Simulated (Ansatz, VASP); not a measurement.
## SiGe3 (Si0.25Ge0.75, diamond-type random alloy): VASP beside Ansatz

Aim: how closely do two programs agree when they are given the same cell, functional and k mesh? The cell is invented: As first built, before any earlier steps moved the atoms (in the runner's words): 1x2x2 conventional cells of the Ge type (32 atoms: 8 Si, 24 Ge); Ge/Si share their sites, the best of 600 random draws by like-pair counts in two shells; start lattice by linear mixing of the end members' cells; atoms moved at random by 0.02 A. It may not be a known or stable phase. Of the first pair: The structure shown is the start of the Ansatz relaxation below; VASP solves that cell, so the two are compared at the walk's first step.

Program: Ansatz 0.2.0. Level of theory: plane waves, with VASP 6.6.1 beside it; single point at r2SCAN. Results are calculated unless marked as measured.

### Step 1. The starting structure

The cell holds 32 atoms: 8 Si and 24 Ge. Its edges and angles: a = 5.603 Å, b = 11.216 Å, c = 11.217 Å, α = 90.0°, β = 90.0°, γ = 90.0°. It derives from Ge (Ge type, space group 227), repeated 1×2×2. As first built, before any earlier steps moved the atoms (in the runner's words): 1x2x2 conventional cells of the Ge type (32 atoms: 8 Si, 24 Ge); Ge/Si share their sites, the best of 600 random draws by like-pair counts in two shells; start lattice by linear mixing of the end members' cells; atoms moved at random by 0.02 A.

### Step 2. Ansatz: relaxation, r2SCAN

Ansatz runs on its default PAW (the set named soft_2) files.

The two programs are compared at the cell with which this relaxation starts, whose forces are those of its first step.

File input.yaml:

```yaml
crystal:
  lattice:
    - [5.6031, -0.00104, 0.00036]
    - [-0.00209, 11.2163, 0.00194]
    - [0.00072, 0.00194, 11.21676]
  atoms:
    - { symbol: Si, position: [0.0003, 0.25091, 0.00222] }
    - { symbol: Si, position: [0.25165, 0.12925, 0.37506] }
    - { symbol: Si, position: [0.74956, 0.37009, 0.37492] }
    - { symbol: Si, position: [0.50017, 0.25021, 0.25367] }
    - { symbol: Si, position: [0.00022, 0.24958, 0.49522] }
    - { symbol: Si, position: [0.49969, 0.4981, 0.00097] }
    - { symbol: Si, position: [0.0003, 0.74951, 0.50146] }
    - { symbol: Si, position: [0.50018, 0.74885, 0.74932] }
    - { symbol: Ge, position: [0.0047, 0.00369, 0.25293] }
    - { symbol: Ge, position: [0.25478, 0.37261, 0.12545] }
    - { symbol: Ge, position: [0.50097, 0.00109, 0.00096] }
    - { symbol: Ge, position: [0.75033, 0.12914, 0.12739] }
    - { symbol: Ge, position: [0.9994, 0.9994, 0.74916] }
    - { symbol: Ge, position: [0.24557, 0.37251, 0.62192] }
    - { symbol: Ge, position: [0.24456, 0.12643, 0.87726] }
    - { symbol: Ge, position: [0.49574, 0.00179, 0.49838] }
    - { symbol: Ge, position: [0.75094, 0.37512, 0.87919] }
    - { symbol: Ge, position: [0.50012, 0.25011, 0.75035] }
    - { symbol: Ge, position: [0.75401, 0.12682, 0.62184] }
    - { symbol: Ge, position: [0.9954, 0.49563, 0.25167] }
    - { symbol: Ge, position: [0.24955, 0.87578, 0.12639] }
    - { symbol: Ge, position: [0.0004, 0.74854, 0.9997] }
    - { symbol: Ge, position: [0.24482, 0.62435, 0.37725] }
    - { symbol: Ge, position: [0.75495, 0.87429, 0.37723] }
    - { symbol: Ge, position: [0.5001, 0.74893, 0.2511] }
    - { symbol: Ge, position: [0.74611, 0.62125, 0.12413] }
    - { symbol: Ge, position: [0.001, 0.4998, 0.75024] }
    - { symbol: Ge, position: [0.25091, 0.87156, 0.62513] }
    - { symbol: Ge, position: [0.25952, 0.62351, 0.87513] }
    - { symbol: Ge, position: [0.50483, 0.4971, 0.49839] }
    - { symbol: Ge, position: [0.74535, 0.87312, 0.87296] }
    - { symbol: Ge, position: [0.75006, 0.62723, 0.62504] }
kpoints:
  mp_grid: { grid: [3, 2, 2], shift: [0.0, 0.5, 0.5] }
hamiltonian:
  xc: r2scan
scf:
  occupations: { method: fermi_dirac, width: 0.01 }
output:
  forces: true
  stress: true
relax:
  f_tol: 0.02
  max_steps: 45
  cell: { stress_tol: 0.1 }
```

Launch:

```sh
$ ansatz run input.yaml --threads 8 --pin off --max-ram 15360MiB --backend cpu --events-out ev --progress --plain --runs-dir out
```

Numbers of over 12 decimals in the logs are rounded to 6 here.

The log of the run:

```text
The last accepted step is kept in <dir> (removed where the run ends without a failure and the disk answers)
Engine: ansatz 0.2.0, x86_64-unknown-linux-gnu
Pseudopotentials: kind: paw
Pseudopotential: Si, paw, valence charge 4, recommended cutoff 500 eV (meta_gga), Si.paw.azcp
Pseudopotential: Ge, paw, valence charge 14, recommended cutoff 500 eV (meta_gga), Ge.paw.azcp
Functional definition: r2SCAN
  parameter k0 = 0.174
  parameter k1 = 0.065
  parameter a1 = 4.9479
  exchange = r2scan_x(k0 = k0, k1 = k1, a1 = a1)
  correlation = r2scan_c
Crystal: 32 atoms, lattice volume = 704.929 Å³
Basis set: ecut = 500 eV, 17901 PW (Γ), exchange–correlation on 180×360×360 points (64 copies of the dense FFT grid, shifted against one another)
Bands: 221, of which v1, the nominal top of the filled ones, is band 184 counted from 1 (183 counted from 0)
Symmetry: 1 space group operations
Space group: P1 (ITA 1), of the structure as read, at distance tolerance 8.9e-5 Å
k-points: 6 of 12 (time reversal used)
Non-local potential: Si, projectors of the file, l = 0: 2, l = 1: 2, l = 2: 2
Non-local potential: Ge, projectors of the file, l = 0: 2, l = 1: 2, l = 2: 3, l = 3: 1
PAW form: soft (Blöchl's): semilocal exchange-correlation on the pseudo side does not see the compensation charge
PAW frozen core: Si, regenerated for the run's functional (the file was generated under x = pbe(κ = 0.804, μ = 0.219515), c = pbe(β = 0.066725))
PAW frozen core: Ge, regenerated for the run's functional (the file was generated under x = pbe(κ = 0.804, μ = 0.219515), c = pbe(β = 0.066725))
PAW one-centre angular grid: Si, 302 points (default); XC on 160 Gauss nodes
PAW one-centre angular grid: Ge, 590 points (default); XC on 160 Gauss nodes
Initial density: superposition of atomic densities (neutral atoms: chi_scale 0, normalization atom), corrected by the library's trained network
Initial wavefunctions: pseudopotential atomic-orbital guess
Functional: x = r2scan, c = r2scan; τ floored in thin density (d = 2e-4 eV/Å³)
SCF iter   1: F=—  HF=-108381.845989 eV  |F-HF|=—  |Δ(HF+E_count)|=         —  Δρ=6.16e-3  dr2=2.20e-1  dr2_τ=9.77e-2  ethr=1.77e-3  ⟨swp⟩=6.0  Hψ=4939  notcnv=0  defer=2
preconditioner: auto → Resta (q_TF=auto, 2.448 Å⁻¹)  ε∞=2.5  [insulator: Δε(μ)=1.046 eV  Ē_g=21.653 eV  σ=0.010 eV  W_gap=1.00  n_scr=168 (ndim 8)  ℏωp=26.8 eV  f_vac=0.031  D(μ)=0.00/eV (n_scr^D=0)  ε∞_Penn≈2.5]
SCF iter   2: F=—  HF=-108381.984437 eV  |F-HF|=—  |Δ(HF+E_count)|=   1.38e-1  Δρ=1.69e-3  dr2=2.41e-2  dr2_τ=4.91e-4  ethr=5.98e-5  ⟨swp⟩=3.0  Hψ=2710  notcnv=0  defer=184
SCF iter   3: F=—  HF=-108381.980644 eV  |F-HF|=—  |Δ(HF+E_count)|=   3.79e-3  Δρ=1.21e-3  dr2=5.29e-3  dr2_τ=4.80e-5  ethr=6.56e-6  ⟨swp⟩=3.7  Hψ=2302  notcnv=0  defer=136
automatic band count: iteration 3 solves 213 bands in place of 221: the levels show a gap, and the empty bands left out lie too high to hold charge; the band table lists the bands solved (type scf.n_extra_bands for more)
SCF iter   4: F=—  HF=-108381.980989 eV  |F-HF|=—  |Δ(HF+E_count)|=   3.45e-4  Δρ=4.31e-4  dr2=2.64e-3  dr2_τ=1.39e-5  ethr=1.44e-6  ⟨swp⟩=3.2  Hψ=2285  notcnv=0  defer=136
SCF iter   5: F=—  HF=-108381.980576 eV  |F-HF|=—  |Δ(HF+E_count)|=   4.13e-4  Δρ=6.41e-5  dr2=2.35e-5  dr2_τ=3.48e-7  ethr=7.18e-7  ⟨swp⟩=2.0  Hψ=1392  notcnv=0  defer=136
SCF iter   6: F=—  HF=-108381.980908 eV  |F-HF|=—  |Δ(HF+E_count)|=   3.32e-4  Δρ=1.84e-5  dr2=3.66e-6  dr2_τ=3.54e-8  ethr=6.40e-9  ⟨swp⟩=2.0  Hψ=2382  notcnv=0  defer=136
SCF iter   7: F=—  HF=-108381.980908 eV  |F-HF|=—  |Δ(HF+E_count)|=   4.19e-7  Δρ=7.25e-6  dr2=1.03e-6  dr2_τ=5.30e-9  ethr=9.94e-10  ⟨swp⟩=2.0  Hψ=1912  notcnv=0  defer=136
SCF iter   8: F=-108381.980908 eV  HF=-108381.980908 eV  |F-HF|=2.93e-8  |Δ(HF+E_count)|=   6.62e-9  Δρ=2.52e-6  dr2=7.87e-8  dr2_τ=6.81e-10  ethr=2.72e-11  ⟨swp⟩=3.0  Hψ=4761  notcnv=0
SCF 1 converged in 8 iterations: F = -108381.980908 eV  dr2 = 7.87e-8
  greatest PAW one-centre occupation: 0.998 electrons in one spin orbital (limit 2), on the Ge atom at site 24 (counted from 0), in its partial waves of l = 2
relax step   1: F+E_penalty+E_count = -108381.98090842 eV  Δ(F+E_penalty+E_count) = +0.000e0 eV  max|allowed force component| = 3.606e-2 eV/Å  Δτ_max = 0.0000 Å  P = +0.119 GPa  Ω = 704.929 Å³  (8 SCF iters, dr2 threshold 1.00e-7 eV, accepted)
[...]
relax step   2: F+E_penalty+E_count = -108381.98154623 eV  Δ(F+E_penalty+E_count) = -6.378e-4 eV  max|allowed force component| = 9.197e-3 eV/Å  Δτ_max = 0.0044 Å  P = +0.012 GPa  Ω = 705.875 Å³  energy of the carried Pulay correction = -2.406e-4 eV  (6 SCF iters, dr2 threshold 8.13e-8 eV, accepted)
[...]
relax step   3: F+E_penalty+E_count = -108381.98176303 eV  Δ(F+E_penalty+E_count) = -2.168e-4 eV  max|allowed force component| = 9.203e-3 eV/Å  Δτ_max = 0.0000 Å  P = +0.013 GPa  Ω = 705.875 Å³  stress off target by 3.82e-2 GPa  SCF on the basis re-selected at this cell (its energy is not comparable with the rows above)  (5 SCF iters)
basis re-selected at this cell: Δ(F+E_penalty+E_count) = -2.168e-4 eV, ΔP = +0.000 GPa vs the last step (what re-selecting the basis moved, of the pressure what is left beyond the Pulay correction that the steps carried, after the strain that the cell walked since its last selection, with what the two solves' SCF thresholds leave and, on support functions, any second-order correction that the steps lacked; it is no m [...]
SCF converged after 5 iterations
Free energy (F): -108381.981763 eV
Harris-Foulkes:  -108381.981763 eV  (|F-HF|=1.35e-9)
Internal energy: -108381.981763 eV  (E = F + TS)
E sigma→0 (E₀):  -108381.981763 eV
Fermi energy:    8.268862 eV
--- Per-component energies (eV) ---
  E_band       = -3878.056845
  E_kinetic    = 2987.779900
  E_local      = -64706.970889  (includes V_loc(G=0)·N_el)
  E_nonlocal   = 10282.399490
  E_hartree    = 28661.039710
  E_xc         = -2070.968847
  E_vxc        = -2028.368481  (∫ρ·V_xc dr)
  E_paw        = -52978.029007  (= ΣΔE_a)
  E_vpaw       = -7842.006356  (= ΣTr[D̂ρ^β])
  E_aug_tail   = 0.000403  (compensation charges beyond the density's cutoff)
  E_vtau       = 107.029800  (kinetic-family band-sum trace: ∫τ·v_τ [+ j·A + Jᵃ·Aᵃ] dr)
  E_ewald      = -30530.562681
  E_core_change = -26.669842  (= ΣΔE_core)
  E_smearing   = -0.000000  (= −TS)
  E_closure    = 0.000000  (closes the sum)
  Σ components = -108381.981763   (vs F -108381.981763, Δ=0.00e0)
--- Forces (eV/Å), atoms counted from 1 ---
  atom   1  Si     0.00286417     0.00286464    -0.00373001
  atom   2  Si    -0.00158658    -0.00230247     0.00586098
  atom   3  Si    -0.00425080     0.00233453     0.00610245
  atom   4  Si     0.00463055     0.00252868    -0.00920352
  atom   5  Si     0.00262577     0.00100369    -0.00044142
  atom   6  Si     0.00188650    -0.00225471    -0.00299477
  atom   7  Si     0.00390782    -0.00034064    -0.00706311
  atom   8  Si     0.00226706     0.00089756    -0.00505272
  atom   9  Ge     0.00243427     0.00285152     0.00000442
  atom  10  Ge    -0.00439307    -0.00352593     0.00601463
  atom  11  Ge     0.00488361     0.00456940    -0.00409294
  atom  12  Ge    -0.00359053     0.00143661     0.00641214
  atom  13  Ge     0.00350231     0.00244875    -0.00326387
  atom  14  Ge    -0.00251782    -0.00429893     0.00066337
  atom  15  Ge    -0.00322865     0.00414888     0.00314631
  atom  16  Ge     0.00207367     0.00322784    -0.00722812
  atom  17  Ge    -0.00319809    -0.00444278     0.00262752
  atom  18  Ge     0.00446763     0.00338836    -0.00423019
  atom  19  Ge    -0.00526663     0.00328579     0.00154882
  atom  20  Ge     0.00382045    -0.00152160    -0.00186624
  atom  21  Ge    -0.00433872    -0.00254346     0.00420642
  atom  22  Ge     0.00394766     0.00013097    -0.00401093
  atom  23  Ge    -0.00349897    -0.00179506     0.00429982
  atom  24  Ge    -0.00426198    -0.00105551     0.00418684
  atom  25  Ge     0.00376585     0.00024793     0.00012872
  atom  26  Ge    -0.00184768    -0.00153491     0.00591565
  atom  27  Ge     0.00465429    -0.00251356    -0.00398222
  atom  28  Ge    -0.00138196     0.00001692    -0.00006051
  atom  29  Ge    -0.00405374    -0.00047492     0.00460837
  atom  30  Ge     0.00395374    -0.00016514    -0.00637185
  atom  31  Ge    -0.00386854    -0.00162582     0.00639217
  atom  32  Ge    -0.00440014    -0.00498702     0.00147290
  max |Σ_I F_I| component: 1.43e-6 eV/Å
--- Stress (GPa, compression-positive) ---
        0.006664      -0.021876       0.007103
       -0.021876       0.012470       0.018635
        0.007103       0.018635       0.018761
  P = ⅓ Tr σ = 0.0126 GPa (0.126 kbar)
--- Relaxed structure (2 steps of the walk, 2 accepted, 1 SCFs on fresh bases) ---
  F+E_penalty+E_count = -108381.98176303 eV   max|allowed force component| = 9.203e-3 eV/Å   (the final SCF, on the basis selected at the relaxed cell)
  cell:  # Å, volume = 705.8748 Å³
    - [5.606243, 0.00135369, -0.000335101]
    - [0.0027015, 11.221424, -0.00222218]
    - [-0.000671284, -0.00222204, 11.220386]
  atoms:
    - { symbol: Si, position: [0.00017779, 0.250659, 0.00212022] }
    - { symbol: Si, position: [0.251467, 0.129009, 0.375027] }
    - { symbol: Si, position: [0.749618, 0.370392, 0.374940] }
    - { symbol: Si, position: [0.500164, 0.250118, 0.253577] }
    - { symbol: Si, position: [0.000169208, 0.249623, 0.495579] }
    - { symbol: Si, position: [0.499740, 0.498234, 0.00093699] }
    - { symbol: Si, position: [0.000172279, 0.749576, 0.501473] }
    - { symbol: Si, position: [0.500186, 0.748945, 0.749397] }
    - { symbol: Ge, position: [0.00458869, 0.00337839, 0.252780] }
    - { symbol: Ge, position: [0.254665, 0.372686, 0.125217] }
    - { symbol: Ge, position: [0.500710, 0.00085149, 0.000932018] }
    - { symbol: Ge, position: [0.750368, 0.128807, 0.127190] }
    - { symbol: Ge, position: [0.999436, 0.999328, 0.749291] }
    - { symbol: Ge, position: [0.245810, 0.372749, 0.622140] }
    - { symbol: Ge, position: [0.244906, 0.126272, 0.877139] }
    - { symbol: Ge, position: [0.495839, 0.00175061, 0.498559] }
    - { symbol: Ge, position: [0.750998, 0.375109, 0.879092] }
    - { symbol: Ge, position: [0.500003, 0.250079, 0.750404] }
    - { symbol: Ge, position: [0.754009, 0.126716, 0.622049] }
    - { symbol: Ge, position: [0.995673, 0.495802, 0.251722] }
    - { symbol: Ge, position: [0.249632, 0.875654, 0.126176] }
    - { symbol: Ge, position: [0.000150666, 0.748475, 0.999806] }
    - { symbol: Ge, position: [0.245073, 0.624597, 0.377099] }
    - { symbol: Ge, position: [0.754782, 0.874309, 0.377107] }
    - { symbol: Ge, position: [0.500082, 0.749001, 0.250960] }
    - { symbol: Ge, position: [0.746271, 0.621258, 0.124170] }
    - { symbol: Ge, position: [0.000784707, 0.499854, 0.750382] }
    - { symbol: Ge, position: [0.250874, 0.871650, 0.625114] }
    - { symbol: Ge, position: [0.259403, 0.623641, 0.875049] }
    - { symbol: Ge, position: [0.504456, 0.497344, 0.498543] }
    - { symbol: Ge, position: [0.745695, 0.873169, 0.872987] }
    - { symbol: Ge, position: [0.750285, 0.627262, 0.625072] }
```

In the SCF lines HF is the Harris–Foulkes energy and dr2 the Hartree energy of the density residual, in eV; the loop may stop once dr2 is under the threshold and the program's other checks hold. Hψ counts applications of the Hamiltonian.

[end of part 1 of 2]

[Lines on the potential files, build, host, timing and source positions are cut from VASP's logs without a mark.]

[Logs are printed without paths, hosts, clocks, repeated set-up lines and the standing remarks that a program may print on its own settings, such as how far it seeks lower states.]

[Hosts, paths, dates, database ids (printed as entryN), source tags and the programs' standing remarks are cut or masked in the printed files.]
